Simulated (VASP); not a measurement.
Consider the following.

```
PbO2
1.0
    5.03744     0.00000     0.00000
    0.00000     5.03744     0.00000
    0.00000     0.00000     3.44516
Pb O
2 4
Direct
  0.00000   0.00000   0.00000
  0.50000   0.50000   0.50000
  0.30743   0.30743   0.00000
  0.80743   0.19257   0.50000
  0.19257   0.80743   0.50000
  0.69257   0.69257   0.00000
```

Method: PBE GGA with D3 dispersion (zero damping), VASP's PBE PAW potentials (set 64) (plane waves; VASP). Numerical set-up: 520 eV cut-off, Gaussian smearing of 0.050 eV, potentials Pb_d O.

Unless said otherwise, spin-orbit coupling is left out, though it shifts the bands of the heavy elements here.

Q: Give the energies of bands 15 to 28 at the high-symmetry points, in eV from the valence-band maximum.

A: 
| band | Γ | X | M | Z | R | A |
|---|---|---|---|---|---|---|
| 15 | -7.95 | -6.39 | -5.63 | -7.29 | -7.01 | -7.72 |
| 16 | -3.21 | -6.39 | -5.63 | -7.29 | -7.01 | -7.72 |
| 17 | -3.14 | -2.48 | -3.04 | -3.23 | -4.47 | -3.77 |
| 18 | -3.14 | -2.48 | -3.04 | -3.23 | -4.47 | -3.77 |
| 19 | -2.13 | -2.33 | -2.47 | -2.82 | -3.28 | -1.91 |
| 20 | -1.93 | -2.33 | -2.47 | -2.82 | -3.28 | -1.91 |
| 21 | -1.68 | -1.26 | -1.47 | -1.95 | -1.00 | -1.83 |
| 22 | -0.71 | -1.26 | -1.47 | -1.95 | -1.00 | -1.83 |
| 23 | -0.61 | -0.64 | -0.66 | -1.01 | -0.69 | -0.60 |
| 24 | -0.61 | -0.64 | -0.66 | -1.01 | -0.69 | -0.60 |
| 25 | -0.53 | -0.33 | -0.42 | -0.71 | -0.21 | -0.46 |
| 26 | -0.53 | -0.33 | -0.42 | -0.71 | -0.21 | -0.46 |
| 27 | 0.12 | 2.22 | 2.61 | 3.52 | 3.82 | 2.64 |
| 28 | 4.01 | 2.22 | 2.61 | 3.52 | 3.82 | 2.64 |

The gap is indirect, 0.03 eV, from the valence maximum at Γ-Z at 0.22 to the conduction minimum at M-Γ at 0.78.

The compound is PbO2 in the rutile structure. It was relaxed first.
